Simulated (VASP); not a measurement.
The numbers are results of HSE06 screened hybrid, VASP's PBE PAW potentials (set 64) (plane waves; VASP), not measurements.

VASP ran on this input.

### KPOINTS
```
Automatic mesh
0
Gamma
1 1 1
0 0 0
```

### POSCAR
```
Ga35GeN35
1
    4.8683178927    -8.4321738171     0.0000000000
    4.8683178927     8.4321738171     0.0000000000
    0.0000000000     0.0000000000    10.5562839806
Ga N Ge
35 35 1
Direct
  0.2216919399   0.1105844788   0.2477551070
  0.1104877557   0.2216148834   0.9986474274
  0.2244841759   0.1127610658   0.7487997023
  0.1082338169   0.2201938105   0.4969134368
  0.2102524791   0.4380013293   0.2506056840
  0.1106188401   0.5553111856   0.9990176855
  0.2263566672   0.4464687043   0.7504402551
  0.1079601678   0.5551427930   0.4975686211
  0.2216872104   0.7776026730   0.2479129135
  0.1117265913   0.8891533413   0.9992004087
  0.2245629693   0.7785776582   0.7491950667
  0.1121166026   0.8894933839   0.5000882711
  0.5542920786   0.1102892835   0.2488360058
  0.4441827597   0.2220825050   0.9998603687
  0.5566538906   0.1116757173   0.7506860852
  0.4455084538   0.2229032683   0.5011545630
  0.5526653982   0.4441923281   0.2502701276
  0.4421196716   0.5542724197   0.0024853132
  0.5604636670   0.4448922604   0.7527492192
  0.5527401588   0.7748278246   0.2502593423
  0.4442424697   0.8886331172   0.9999794955
  0.5604496765   0.7822485629   0.7527046547
  0.4453869413   0.8892346595   0.5012373961
  0.8851216247   0.1082189087   0.2481386982
  0.7777725851   0.2221607022   0.9993483564
  0.8910722015   0.1135269877   0.7491931477
  0.7755143440   0.2210279538   0.5001574128
  0.8853015044   0.4433575080   0.2481651898
  0.7778945903   0.5558032492   0.9999559181
  0.8910511864   0.4442501801   0.7493954953
  0.7806523233   0.5594194620   0.5025005981
  0.8883294159   0.7773578629   0.2490233529
  0.7778470921   0.8887095618   0.9998427624
  0.8921714972   0.7795115601   0.7511127795
  0.7807321304   0.8879261285   0.5024917779
  0.2234475182   0.1140862636   0.4369388753
  0.1070605087   0.2178213458   0.1868830999
  0.2221048391   0.1116057054   0.9369013221
  0.1142618970   0.2259572040   0.6841587933
  0.1072401348   0.5553920896   0.1871795508
  0.2219346703   0.4441797455   0.9378194015
  0.1143655652   0.5551583363   0.6845418239
  0.2234974124   0.7761687368   0.4369804894
  0.1107611976   0.8885240527   0.1876582474
  0.2220697489   0.7769775229   0.9372187642
  0.1138084038   0.8902130936   0.6874517885
  0.5541784162   0.1103940054   0.4375778004
  0.4438787645   0.2225190542   0.1886847903
  0.5552303672   0.1108471011   0.9385425360
  0.4467418595   0.2240430928   0.6884729058
  0.5558484008   0.4492820047   0.4414307827
  0.4355115467   0.5508871817   0.1931936732
  0.5550584955   0.4451690954   0.9403178979
  0.4534474164   0.5600670680   0.6904073282
  0.5558482850   0.7732178760   0.4415605756
  0.4438564811   0.8876771378   0.1888032510
  0.5549380142   0.7763468054   0.9403346408
  0.4467375863   0.8893747291   0.6885810235
  0.8863410069   0.1097575396   0.4373447549
  0.7763760659   0.2213817263   0.1876082653
  0.8890287524   0.1110405701   0.9371479867
  0.7784947425   0.2225787291   0.6876679430
  0.8863838647   0.4431881049   0.4374021800
  0.7741928728   0.5548265298   0.1887041448
  0.8890893326   0.4446178794   0.9373678798
  0.7815497092   0.5571550318   0.6894044282
  0.8913506300   0.7790000293   0.4375957670
  0.7741810863   0.8857331255   0.1886580350
  0.8893931218   0.7779756276   0.9387720407
  0.7814336361   0.8910750198   0.6894083973
  0.4366047717   0.5516905206   0.5049341760
```

**INCAR**
```
! general
SYSTEM    =  Ga35GeN35
PREC      =  Normal
ENCUT     =  400   ! plane-wave cut-off (eV)
LREAL     =  Auto
LASPH     =  .TRUE.   ! aspherical one-centre terms
ISYM      =  0
NELECT    =  285.0

! electronic loop
EDIFF     =  1E-5   ! SCF stop (eV)
NELM      =  50
NELMIN    =  4
ALGO      =  Normal   ! blocked Davidson
LMAXMIX   =  4

! smearing
ISMEAR    =  0
SIGMA     =  0.05

! functional
GGA       =  PE
LHFCALC   =  .TRUE.
AEXX      =  0.25
HFSCREEN  =  0.2
PRECFOCK  =  Fast

! spin
ISPIN     =  2   ! spin-polarised
MAGMOM    =  71*0.0141
NUPDOWN   =  1

! ions
ISIF      =  0

! output
LWAVE     =  .FALSE.
LCHARG    =  .FALSE.
LORBIT    =  10
```

POTCAR, in this order: Ga N Ge (PBE.64 set). Program: vasp_gam. Read from the step before: WAVECAR.

Output of the run:

**OUTCAR**
```
 ion  position               nearest neighbor table
   1  0.222  0.111  0.248-  48 1.97  44 1.98  37 1.98  36 2.00  14 3.22  10 3.22   2 3.23   4 3.23
                            17 3.24  13 3.24   9 3.24  32 3.25   5 3.25  12 3.25  24 3.27  16 3.27
   2  0.110  0.222  0.999-  61 1.98  38 1.98  41 1.98  37 1.99  26 3.22   5 3.23   1 3.23  18 3.23
                             7 3.23   3 3.24  33 3.24  25 3.24  10 3.24  14 3.25  24 3.25   6 3.25
   3  0.224  0.113  0.749-  50 1.98  46 1.99  38 1.99  39 2.00  16 3.21  12 3.23  14 3.23   2 3.24
                            15 3.24   7 3.24  34 3.24  10 3.25  26 3.25  19 3.25  11 3.25   4 3.26
   4  0.108  0.220  0.497-  36 1.97  59 1.97  39 1.98   5 3.18  35 3.21  24 3.23  26 3.23   1 3.23
                            12 3.24  27 3.24   3 3.26   8 3.26  16 3.27   7 3.29
   5  0.210  0.438  0.251-  37 1.98  40 1.98  52 1.99   4 3.18  24 3.19  28 3.19   8 3.20   6 3.23
                             2 3.23   1 3.25   9 3.25  18 3.27  17 3.30  20 3.31
   6  0.111  0.555  0.999-  65 1.98  45 1.98  41 1.98  40 1.99  30 3.22   5 3.23   9 3.23  18 3.23
                             7 3.24  11 3.24  29 3.24  25 3.24  28 3.24  10 3.25  21 3.25   2 3.25
   7  0.226  0.446  0.750-  41 1.98  42 1.99  39 1.99  54 2.02  71 3.14  18 3.22   2 3.23   6 3.24
                             3 3.24  11 3.24  26 3.25  30 3.25  19 3.26  22 3.26   8 3.29   4 3.29
   8  0.108  0.555  0.498-  43 1.97  63 1.97  42 1.97   5 3.20  31 3.21  30 3.23  28 3.23   9 3.23
                            12 3.24  27 3.25  11 3.26   4 3.26  23 3.27   7 3.29
   9  0.222  0.778  0.248-  56 1.97  44 1.98  40 1.98  43 2.00  21 3.22  10 3.22   6 3.23   8 3.23
                            20 3.24  13 3.24   1 3.24  32 3.24  12 3.25   5 3.25  28 3.26  23 3.27
  10  0.112  0.889  0.999-  69 1.98  45 1.99  38 1.99  44 1.99  34 3.21   1 3.22   9 3.22  14 3.24
                            21 3.24  32 3.24  11 3.24   2 3.24   6 3.25   3 3.25  29 3.25  33 3.25
  11  0.225  0.779  0.749-  58 1.98  45 1.98  46 1.99  42 2.00  23 3.21  21 3.23  12 3.23  15 3.24
                             6 3.24  34 3.24   7 3.24  10 3.24  30 3.25  22 3.25   3 3.25   8 3.26
  12  0.112  0.889  0.500-  67 1.97  46 1.98  36 2.01  43 2.01  35 3.22  31 3.22   3 3.23  34 3.23
                            11 3.23   8 3.24   4 3.24  23 3.25  16 3.25   1 3.25   9 3.25  32 3.25
...
```

**OSZICAR**
```
       N       E                     dE             d eps       ncg     rms          rms(c)
DAV:   1    -0.509871590487E+03   -0.50987E+03   -0.22150E+01   720   0.124E+01    0.932E+00
DAV:   2    -0.510032683850E+03   -0.16109E+00   -0.74792E-01   840   0.147E+00    0.638E+00
DAV:   3    -0.509984700906E+03    0.47983E-01   -0.25316E-02   816   0.368E-01    0.371E+00
DAV:   4    -0.509964688092E+03    0.20013E-01   -0.17298E-02   800   0.230E-01    0.210E+00
DAV:   5    -0.509958594446E+03    0.60936E-02   -0.45998E-03   848   0.122E-01    0.116E+00
DAV:   6    -0.509956306106E+03    0.22883E-02   -0.11975E-03   824   0.807E-02    0.646E-01
DAV:   7    -0.509955541420E+03    0.76469E-03   -0.50455E-04   824   0.547E-02    0.356E-01
DAV:   8    -0.509955300350E+03    0.24107E-03   -0.13873E-04   824   0.269E-02    0.198E-01
DAV:   9    -0.509955224631E+03    0.75719E-04   -0.47329E-05   668   0.140E-02    0.109E-01
DAV:  10    -0.509955204239E+03    0.20392E-04   -0.21859E-05   456   0.948E-03    0.596E-02
DAV:  11    -0.509955200479E+03    0.37603E-05   -0.96803E-06   440   0.549E-03
   1 F= -.50995520E+03 E0= -.50995520E+03  d E =-.292105E-12  mag=     1.0000
```

### OUTCAR
```
------------------------ aborting loop because EDIFF is reached ----------------------------------------
  volume of cell :      866.68
      direct lattice vectors                 reciprocal lattice vectors
     4.868317893 -8.432173817  0.000000000     0.102704879 -0.059296690  0.000000000
     4.868317893  8.432173817  0.000000000     0.102704879  0.059296690  0.000000000
     0.000000000  0.000000000 10.556283981     0.000000000  0.000000000  0.094730305
  FREE ENERGIE OF THE ION-ELECTRON SYSTEM (eV)
  ---------------------------------------------------
  free  energy   TOTEN  =      -509.9552004786 eV

  energy  without entropy=     -509.9552004786  energy(sigma->0) =     -509.95520048

  exchange ACFDT corr.  =         0.00000000  see jH, gK, PRB 81, 115126

 total charge

# of ion       s       p       d       tot
------------------------------------------
    1        1.028   1.398   0.385   2.812
    2        1.029   1.399   0.386   2.814
    3        1.026   1.380   0.377   2.783
    4        1.046   1.245   0.301   2.592
    5        1.058   1.250   0.292   2.600
    6        1.029   1.398   0.386   2.813
    7        1.032   1.369   0.372   2.773
    8        1.047   1.246   0.301   2.594
    9        1.028   1.398   0.385   2.811
   10        1.025   1.388   0.380   2.794
   11        1.026   1.380   0.377   2.783
   12        1.027   1.371   0.368   2.766
   13        1.027   1.393   0.383   2.803
   14        1.024   1.388   0.380   2.792
   15        1.026   1.393   0.381   2.799
   16        1.025   1.375   0.374   2.774
   17        1.026   1.377   0.375   2.779
   18        1.022   1.375   0.375   2.773
   19        1.026   1.398   0.383   2.806
   20        1.026   1.377   0.375   2.777
   21        1.024   1.388   0.380   2.792
   22        1.026   1.398   0.383   2.807
   23        1.025   1.375   0.374   2.774
   24        1.028   1.394   0.383   2.805
   25        1.026   1.389   0.380   2.795
   26        1.025   1.388   0.380   2.793
   27        1.029   1.393   0.383   2.805
   28        1.028   1.394   0.383   2.804
   29        1.025   1.389   0.380   2.794
   30        1.025   1.387   0.379   2.791
   31        1.027   1.387   0.376   2.790
   32        1.028   1.389   0.381   2.798
   33        1.025   1.388   0.380   2.793
   34        1.027   1.394   0.383   2.804
   35        1.027   1.387   0.376   2.791
   36        1.249   2.422   0.000   3.671
   37        1.251   2.439   0.000   3.690
   38        1.246   2.443   0.000   3.688
   39        1.244   2.433   0.000   3.677
   40        1.251   2.439   0.000   3.690
   41        1.247   2.445   0.000   3.692
   42        1.244   2.433   0.000   3.677
   43        1.249   2.422   0.000   3.671
   44        1.246   2.446   0.000   3.692
   45        1.246   2.443   0.000   3.688
   46        1.246   2.443   0.000   3.690
   47        1.246   2.443   0.000   3.689
   48        1.246   2.445   0.000   3.691
   49        1.245   2.445   0.000   3.690
   50        1.246   2.446   0.000   3.692
   51        1.250   2.420   0.000   3.669
   52        1.246   2.431   0.000   3.677
   53        1.243   2.447   0.000   3.690
   54        1.250   2.442   0.000   3.693
   55        1.250   2.420   0.000   3.669
   56        1.246   2.446   0.000   3.691
   57        1.243   2.447   0.000   3.690
   58        1.246   2.447   0.000   3.692
   59        1.249   2.429   0.000   3.678
   60        1.246   2.447   0.000   3.692
   61        1.245   2.444   0.000   3.689
   62        1.246   2.447   0.000   3.693
   63        1.249   2.428   0.000   3.677
   64        1.245   2.445   0.000   3.690
   65        1.245   2.444   0.000   3.689
   66        1.245   2.449   0.000   3.694
   67        1.245   2.449   0.000   3.694
   68        1.245   2.445   0.000   3.690
   69        1.244   2.448   0.000   3.692
   70        1.245   2.449   0.000   3.694
   71        1.138   1.126   0.167   2.431
--------------------------------------------------
tot         80.758 134.674  13.204 228.636

 magnetization (x)

# of ion       s       p       d       tot
------------------------------------------
    1        0.000  -0.000  -0.000   0.000
    2       -0.001   0.005   0.002   0.006
    3        0.000  -0.000  -0.000  -0.000
    4        0.002   0.019   0.008   0.029
    5        0.040   0.090   0.007   0.137
    6       -0.001   0.005   0.002   0.006
    7        0.002  -0.002  -0.000  -0.001
    8        0.001   0.017   0.008   0.026
    9        0.000   0.000  -0.000   0.000
   10        0.002   0.000  -0.000   0.002
   11        0.000  -0.000  -0.000  -0.000
   12       -0.000   0.001  -0.000   0.001
   13       -0.000  -0.000  -0.000  -0.000
   14        0.002   0.000  -0.000   0.003
...
```
(Selected blocks of OUTCAR.)

### OUTCAR
```
 val. band max:        4.6007122681   @ k =   0.0000   0.0000   0.0000

 cond. band min:       5.1570712014   @ k =   0.0000   0.0000   0.0000


 Fermi energy:         4.8491848593

 spin component 1

 k-point     1 :       0.0000    0.0000    0.0000
  band No.  band energies     occupation
      1     -15.2647      1.00000
      2     -14.3993      1.00000
      3     -14.3314      1.00000
      4     -14.1231      1.00000
      5     -13.9563      1.00000
      6     -13.9379      1.00000
      7     -13.8999      1.00000
      8     -13.8657      1.00000
      9     -13.7551      1.00000
     10     -13.3547      1.00000
     11     -13.3258      1.00000
     12     -13.2961      1.00000
     13     -13.2348      1.00000
     14     -13.2171      1.00000
     15     -13.2106      1.00000
     16     -13.2056      1.00000
     17     -13.1672      1.00000
     18     -13.1652      1.00000
     19     -13.1576      1.00000
     20     -13.1430      1.00000
     21     -13.0081      1.00000
     22     -12.8639      1.00000
     23     -12.6821      1.00000
     24     -12.5383      1.00000
     25     -12.4558      1.00000
     26     -12.3961      1.00000
     27     -12.3917      1.00000
     28     -12.3828      1.00000
     29     -12.3571      1.00000
     30     -12.3498      1.00000
     31     -12.3435      1.00000
     32     -12.3209      1.00000
     33     -12.3083      1.00000
     34     -12.2810      1.00000
     35     -12.2548      1.00000
     36      -6.0699      1.00000
     37      -5.3677      1.00000
     38      -4.7340      1.00000
     39      -4.6057      1.00000
     40      -4.5614      1.00000
     41      -4.5456      1.00000
     42      -4.4716      1.00000
     43      -4.3579      1.00000
     44      -4.3519      1.00000
     45      -4.3324      1.00000
     46      -4.3021      1.00000
     47      -4.2632      1.00000
     48      -4.0954      1.00000
     49      -4.0348      1.00000
...
```

The cell is charged, with a uniform compensating background. The supercell is sampled at Γ alone, which is coarse: total energies, pressure and levels can be off, energies of defects by several tenths of an eV.

The cell is a supercell with a defect, built from GaN (wurtzite): Ge_Ga-vac_N, charge -1. The cell's shape comes from a PBE relaxation.
